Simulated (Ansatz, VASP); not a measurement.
# One calculation of Li2BeS2, two programs

Contents of INCAR:

```
SYSTEM = Li2BeS2
PREC = Accurate
ENCUT = 600
EDIFF = 1E-7
ISMEAR = 0
SIGMA = 0.1
LREAL = .False.
LASPH = .True.
NELM = 60
ALGO = Normal
ISIF = 3
LWAVE = .False.
LCHARG = .False.
GGA = PE
IBRION = 2
NSW = 90
EDIFFG = -0.04
```

KPOINTS

```
Automatic mesh
0
Gamma
  6 6 4
  0 0 0
```

The input POSCAR:

```
Li2BeS2
1.0
    3.2623625600      0.0000000000      0.0000000000
   -1.6311812800      2.8252888500      0.0000000000
    0.0000000000      0.0000000000      6.2030921900
Li Be S
2 1 2
Direct
    0.0000000000      0.0000000000      0.3421991100
    0.3333333300      0.6666666700      0.8421991100
    0.3333333300      0.6666666700      0.2125527500
    0.0000000000      0.0000000000      0.0000000000
    0.3333333300      0.6666666700      0.5000000000
```

Input for Ansatz:

```yaml
crystal:
  lattice:
    - [3.26236256, 0.0, 0.0]
    - [-1.63118128, 2.82528885, 0.0]
    - [0.0, 0.0, 6.20309219]
  atoms:
    - { symbol: Li, position: [0.0, 0.0, 0.34219911] }
    - { symbol: Li, position: [0.33333333, 0.66666667, 0.84219911] }
    - { symbol: Be, position: [0.33333333, 0.66666667, 0.21255275] }
    - { symbol: S, position: [0.0, 0.0, 0.0] }
    - { symbol: S, position: [0.33333333, 0.66666667, 0.5] }
basis:
  ecutwfc: 420
kpoints:
  mp_grid: { grid: [6, 6, 4] }
hamiltonian:
  xc: pbe
scf:
  occupations: { method: gaussian, width: 0.1 }
  lower_state_search: "off"
output:
  forces: true
  stress: true
  eigenvalues: true
relax:
  adjacent_minimum: "off"
  f_tol: 0.04
  max_steps: 70
  cell: { stress_tol: 0.4 }
```

Alike in both runs: task relaxation of cell and atoms; functional PBE; k mesh 6 × 6 × 4; occupations gaussian, width 0.1 eV; no spin polarisation.

|  | VASP | Ansatz |
| --- | --- | --- |
| version | VASP 6.6.1 | Ansatz 0.2.0 |
| potentials or method | VASP PAW PBE potentials, release 64 (Li_sv, Be, S) | scalar-relativistic, plane waves, PAW |
| plane-wave cutoff (eV) | 600 | 420 |
| valence electrons in the cell | 20 | 20 |

|  | VASP | Ansatz | Ansatz less VASP |
| --- | --- | --- | --- |
| gap on the k mesh at the Fermi level, each at its own relaxed structure (eV) | 2.78 | 2.78 | +0.003 |
| relaxed volume (Å³/atom) | 16.40 | 16.41 | +0.013 |
| relaxed cell length with the largest relative difference (Å) | 3.745 | 3.747 | +0.0024 |
| energy change over the relaxation (meV/atom) | -572 | -573 | -1.6 |

Caveats: the cutoff is under 1.25 times the usual one of these potentials, so pressure, stress and relaxed cells hold a basis-set (Pulay) error (VASP); the volume moved by over 15 % at a fixed basis, so the end points are rough (VASP). A hybrid or GW would open this gap; PBE tends to underestimate it. A k mesh can miss the band edges.
